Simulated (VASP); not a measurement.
# DyIn3Cu2 (P6/mmm) in VASP: notebook

One crystal, DyIn3Cu2, is run at these levels: PBE; tasks: single point.

Program: VASP 6.6.1. These are calculated values, not measurements. Logs are shortened: lines on timing, memory, paths and dates and some standing lists are left out, and cuts for length are marked.

## (1) Starting point

Symmetry: P6/mmm, No. 191, hexagonal system. The conventional cell has a = 5.824 Å, b = 5.824 Å, c = 4.258 Å, α = 90.00°, β = 90.00°, γ = 120.00°. Dy (site symmetry 6/mmm) has 6 Cu at 3.36 Å and 12 In at 3.61 Å as nearest neighbours. In (site symmetry mmm) has 4 Cu at 2.71 Å and 4 In at 2.91 Å as nearest neighbours. Cu (site symmetry -6m2) has 6 In at 2.71 Å as nearest neighbours.

The cell comes from a database or a generator and needn't be the stable form of this composition.

## (2) Single point, PBE, collinear spin, ferromagnetic start

INCAR reads:

```
PREC = Accurate
ENCUT = 600
EDIFF = 1E-6
ISMEAR = 0
SIGMA = 0.05
LREAL = False
LASPH = True
NELM = 150
ALGO = Normal
ISIF = 2
LWAVE = False
LCHARG = True
ISPIN = 2
MAGMOM = 5 0 0 0 0.6 0.6
LORBIT = 11
LMAXMIX = 6
GGA = PE
LELF = True
LVHAR = True
```

KPOINTS reads:

```
regular mesh
0
Gamma
  5 5 6
```

POSCAR reads:

```
DyIn3Cu2
1.0
    5.8241564107      0.0000000000      0.0000000000
   -2.9120782053      5.0438674073      0.0000000000
    0.0000000000      0.0000000000      4.2575960000
Dy In Cu
1 3 2
Cartesian
    0.0000000000      0.0000000000      0.0000000000
    2.9120782054      0.0000000000      2.1287980000
    1.4560391027      2.5219337036      2.1287980000
   -1.4560391026      2.5219337036      2.1287980000
    2.9120782057      1.6812891356      0.0000000000
   -0.0000000003      3.3625782717      0.0000000000
```

Potentials or basis: VASP PAW PBE potentials, release 64 (Dy_3, In_d, Cu_pv), 4f in core.

On the command line:

```console
cat potpaw_PBE.64/Dy_3/POTCAR potpaw_PBE.64/In_d/POTCAR potpaw_PBE.64/Cu_pv/POTCAR > POTCAR
mpirun -np 1 vasp_std > vasp.out
```

OUTCAR:

```text
PREC = Accurate
   ENCUT = 600
   EDIFF = 1E-6
   ISMEAR = 0
   LREAL = False
   LASPH = True
   NELM = 150
   ISIF = 2
   ISPIN = 2
   LORBIT = 11
   GGA = PE

 ion  position               nearest neighbor table
   1  0.000  0.000  0.000-   4 3.61   4 3.61   2 3.61   2 3.61   3 3.61   3 3.61   2 3.61   2 3.61
                             4 3.61   4 3.61   3 3.61   3 3.61
   2  0.500  0.000  0.500-   5 2.71   6 2.71   5 2.71   6 2.71   3 2.91   4 2.91   3 2.91   4 2.91
                             1 3.61   1 3.61   1 3.61   1 3.61
   3  0.500  0.500  0.500-   5 2.71   5 2.71   6 2.71   6 2.71   4 2.91   2 2.91   2 2.91   4 2.91
                             1 3.61   1 3.61   1 3.61   1 3.61
   4  0.000  0.500  0.500-   6 2.71   6 2.71   5 2.71   5 2.71   3 2.91   2 2.91   3 2.91   2 2.91
                             1 3.61   1 3.61   1 3.61   1 3.61
   5  0.667  0.333  0.000-   4 2.71   4 2.71   2 2.71   2 2.71   3 2.71   3 2.71
   6  0.333  0.667  0.000-   4 2.71   4 2.71   2 2.71   2 2.71   3 2.71   3 2.71

  LATTYP: Found a hexagonal cell.
 ALAT       =     5.8241564107
 C/A-ratio  =     0.7310236367

  Lattice vectors:

 A1 = (   5.8241564107,   0.0000000000,   0.0000000000)
 A2 = (  -2.9120782053,   5.0438674073,   0.0000000000)
 A3 = (   0.0000000000,   0.0000000000,   4.2575960000)

Analysis of symmetry for initial positions (statically):
=====================================================================
 Subroutine PRICEL returns:
 Original cell was already a primitive cell.

 Routine SETGRP: Setting up the symmetry group for a
 hexagonal supercell.

 Subroutine GETGRP returns: Found 24 space group operations
 (whereof 24 operations were pure point group operations)
 out of a pool of 24 trial point group operations.

The static configuration has the point symmetry D_6h.

Analysis of symmetry for dynamics (positions and initial velocities):
=====================================================================
 Subroutine PRICEL returns:
 Original cell was already a primitive cell.

 Routine SETGRP: Setting up the symmetry group for a
 hexagonal supercell.

 Subroutine GETGRP returns: Found 24 space group operations
 (whereof 24 operations were pure point group operations)
 out of a pool of 24 trial point group operations.

The dynamic configuration has the point symmetry D_6h.

Analysis of structural, dynamic, and magnetic symmetry:
=====================================================================
 Subroutine PRICEL returns:
 Original cell was already a primitive cell.

 Routine SETGRP: Setting up the symmetry group for a
 hexagonal supercell.

 Subroutine GETGRP returns: Found 24 space group operations
 (whereof 24 operations were pure point group operations)
 out of a pool of 24 trial point group operations.

The overall configuration has the point symmetry D_6h.

 Subroutine INISYM returns: Found 24 space group operations
 (whereof 24 operations are pure point group operations),
 and found     1 'primitive' translations

----------------------------------------------------------------------------------------

                                     Primitive cell

  volume of cell :     125.0723

  direct lattice vectors                    reciprocal lattice vectors
     5.824156411  0.000000000  0.000000000     0.171698686  0.099130282  0.000000000
    -2.912078205  5.043867407  0.000000000     0.000000000  0.198260565  0.000000000
     0.000000000  0.000000000  4.257596000     0.000000000  0.000000000  0.234874328

  length of vectors
     5.824156411  5.824156411  4.257596000     0.198260565  0.198260565  0.234874328

  position of ions in fractional coordinates (direct lattice)
     0.000000000  0.000000000  0.000000000
     0.500000000  0.000000000  0.500000000
     0.500000000  0.500000000  0.500000000
     0.000000000  0.500000000  0.500000000
     0.666666667  0.333333333  0.000000000
     0.333333333  0.666666667  0.000000000

  ion indices of the primitive-cell ions
   primitive index   ion index
                 1           1
                 2           2
                 3           3
                 4           4
                 5           5
                 6           6
[... 47 lines left out ...]
  0.200000  0.200000  0.500000      6.000000
  0.400000  0.200000  0.500000      6.000000
   k-points           NKPTS =     20   k-points in BZ     NKDIM =     20   number of bands    NBANDS=     52
   number of dos      NEDOS =    301   number of ions     NIONS =      6
   total plane-waves  NPLWV =  82944
   dimension x,y,z NGX =    48 NGY =   48 NGZ =   36
   dimension x,y,z NGXF=    96 NGYF=   96 NGZF=   72
   ions per type =               1   3   2
   NGX,Y,Z   is equivalent  to a cutoff of  13.70, 13.70, 14.06 a.u.
   NGXF,Y,Z  is equivalent  to a cutoff of  27.40, 27.40, 28.11 a.u.
 SYSTEM =  unknown system
   PREC   = accura    normal or accurate (medium, high low for compatibility)
   ISTART =      0    job   : 0-new  1-cont  2-samecut
   ICHARG =      2    charge: 1-file 2-atom 10-const
   ISPIN  =      2    spin polarized calculation?
   LNONCOLLINEAR =      F non collinear calculations
   LSORBIT =      F    spin-orbit coupling
   LASPH  =      T    aspherical Exc in radial PAW
   ENCUT  =  600.0 eV  44.10 Ry    6.64 a.u.  11.63 11.63  8.50*2*pi/ulx,y,z
   NELM   =    150;   NELMIN=  2; NELMDL= -5     # of ELM steps
   EDIFF  = 0.1E-05   stopping-criterion for ELM
   LREAL  =      F    real-space projection
   EDIFFG = 0.1E-04   stopping-criterion for IOM
   NSW    =      0    number of steps for IOM
   IBRION =     -1    ionic relax: 0-MD 1-quasi-New 2-CG
   NFREE  =      0    steps in history (QN), initial steepest desc. (CG)
   ISIF   =      2    stress and relaxation
   ISYM   =      2    0-nonsym 1-usesym 2-fastsym
   POTIM  = 0.5000    time-step for ionic-motion
   TEBEG  =    0.0;   TEEND  =   0.0 temperature during run
   PSTRESS=    0.0 pullay stress
   NELECT =      82.0000    total number of electrons
   NUPDOWN=      -1.0000    fix difference up-down
   EMIN   =  10.00;   EMAX   =-10.00  energy-range for DOS
   EFERMI =   0.00;   METHOD = LEGACY
   ISMEAR =     0;   SIGMA  =   0.05  broadening in eV -4-tet -1-fermi 0-gaus
   EFERMI_NEDOS =   21; number of points for ismear=-14 and -15
   IALGO  =     38    algorithm
   IMIX   =      4    mixing-type and parameters
     AMIX     =   0.40;   BMIX     =  1.00
     AMIX_MAG =   1.60;   BMIX_MAG =  1.00
  volume/ion in A,a.u.               =      20.85       140.67
  Fermi-wavevector in a.u.,A,eV,Ry     =   1.422195  2.687558 27.519659  2.022638
  Thomas-Fermi vector in A             =   2.542924
   LORBIT       =     11    0 simple, 1 ext, 2 COOP (PROOUT), +10 PAW based schemes
   GGA     = PE    functional components
   LHFCALC =     F    Hartree Fock is set to
   AEXX    =    0.0000 exact exchange contribution
   IVDW    =     0    specifies the selected vdW correction
   LEPSILON=     F    determine dielectric tensor
   LRPA    =     F    only Hartree local field effects (RPA)
 spin polarized calculation
 Gauss-broadening in eV      SIGMA  =   0.05
  energy-cutoff  :      600.00
  volume of cell :      125.07
 maximum number of plane-waves:      4196
 NGX is ok and might be reduce to    48
   NGX = 23   NGY = 23   NGZ = 17

 number of electron      81.9999988 magnetization       0.0463895

 Free energy of the ion-electron system (eV)
  ---------------------------------------------------
  ext. energy  EPLUGINS =         0.00000000
  ---------------------------------------------------
  free energy    TOTEN  =       -20.33074270 eV

  energy without entropy =      -20.32504466  energy(sigma->0) =      -20.32789368

 E-fermi :   7.3086     XC(G=0): -11.0020

 val. band max:        7.3004130459   @ k =   0.2000   0.0000   0.5000
 cond. band min:       7.3108969775   @ k =   0.4000   0.2000   0.1667
 fundamental gap:      0.0104839317
 Fermi energy:         7.3086457949

 spin component 1

 k-point     1 :       0.0000    0.0000    0.0000
  band No.  band energies     occupation
      1     -63.2873      1.00000
      2     -63.2872      1.00000
      3     -63.1674      1.00000
      4     -63.1674      1.00000
      5     -63.1665      1.00000
      6     -63.1665      1.00000
[... 1089 lines left out ...]
     51      12.8163      0.00000
     52      12.9576      0.00000
 Fermi energy:         7.3086457949

 spin component 2

 k-point     1 :       0.0000    0.0000    0.0000
  band No.  band energies     occupation
      1     -63.2867      1.00000
      2     -63.2866      1.00000
      3     -63.1668      1.00000
      4     -63.1668      1.00000
      5     -63.1660      1.00000
      6     -63.1660      1.00000
[... 1089 lines left out ...]
     51      12.8210      0.00000
     52      12.9595      0.00000

------------------------ aborting loop because EDIFF is reached ----------------------------------------

  FORCE on cell =-STRESS in cart. coord.  units (eV):
  Direction    XX          YY          ZZ          XY          YZ          ZX
  --------------------------------------------------------------------------------------
  -------------------------------------------------------------------------------------
  Total        0.0616840      0.0616840      0.1812892      0.0000000     -0.0000000      0.0000000
  in kB        0.7901723      0.7901723      2.3223164      0.0000000     -0.0000000      0.0000000
  external PRESSURE =       1.3008870 kB  Pullay stress =       0.0000000 kB

 VOLUME and BASIS-vectors are now :
 -----------------------------------------------------------------------------
  energy-cutoff  :      600.00
  volume of cell :      125.07
      direct lattice vectors                 reciprocal lattice vectors
     5.824156411  0.000000000  0.000000000     0.171698686  0.099130282  0.000000000
    -2.912078205  5.043867407  0.000000000     0.000000000  0.198260565  0.000000000
     0.000000000  0.000000000  4.257596000     0.000000000  0.000000000  0.234874328

 POSITION                                       TOTAL-FORCE (eV/Angst)
 -----------------------------------------------------------------------------------
      0.00000      0.00000      0.00000         0.000000      0.000000      0.000000
      2.91208      0.00000      2.12880        -0.000000      0.000000      0.000000
      1.45604      2.52193      2.12880         0.000000      0.000000      0.000000
     -1.45604      2.52193      2.12880         0.000000      0.000000      0.000000
      2.91208      1.68129      0.00000        -0.000000     -0.000000     -0.000000
     -0.00000      3.36258      0.00000         0.000000      0.000000      0.000000
 -----------------------------------------------------------------------------------
    total drift:                               -0.000000      0.000000      0.000000

  FREE ENERGIE OF THE ION-ELECTRON SYSTEM (eV)
  ---------------------------------------------------
  free  energy   TOTEN  =       -20.3307427043 eV

  energy  without entropy=      -20.3250446585  energy(sigma->0) =      -20.32789368

 total charge

# of ion       s       p       d       tot
------------------------------------------
    1        0.232   6.323   0.986   7.542
    2        0.847   0.821   9.870  11.538
    3        0.847   0.821   9.870  11.538
    4        0.847   0.821   9.870  11.538
    5        0.278   6.168   8.893  15.339
    6        0.278   6.168   8.893  15.339
--------------------------------------------------
tot          3.330  21.122  48.381  72.834

 magnetization (x)

# of ion       s       p       d       tot
------------------------------------------
    1        0.001   0.002   0.017   0.019
    2        0.000   0.001   0.000   0.001
    3        0.000   0.001   0.000   0.001
    4        0.000   0.001   0.000   0.001
    5        0.000   0.001   0.000   0.001
    6        0.000   0.001   0.000   0.001
--------------------------------------------------
tot          0.001   0.004   0.018   0.024
```

It took 7.1 min on 1 thread of Intel Xeon Platinum 8375C at 2.90GHz (Ice Lake), shared host; peak memory 0.5 GiB.

Results:

```
Free energy                                           : -20.3307 eV
Pressure                                              : 0.1 GPa
Band gap on the k mesh                                : none (metal or under the smearing width)
Net moment                                            : 0.05 μB per cell
Valence electrons inside the program's atomic spheres : Dy 7.54; In 11.54; Cu 15.34
```

Stress tensor (GPa, compression positive):
```
0.08 0.00 0.00
0.00 0.08 0.00
0.00 0.00 0.23
```

Caveat: the magnetic or orbital state may not be the lowest; spin-orbit coupling is left out, which moves the levels of the heavy elements; the 4f electrons are frozen in the core as for a trivalent ion, so they carry no moment and show no levels. The state reached can hang on the start; a lower one may exist.

[end of part 1 of 2]
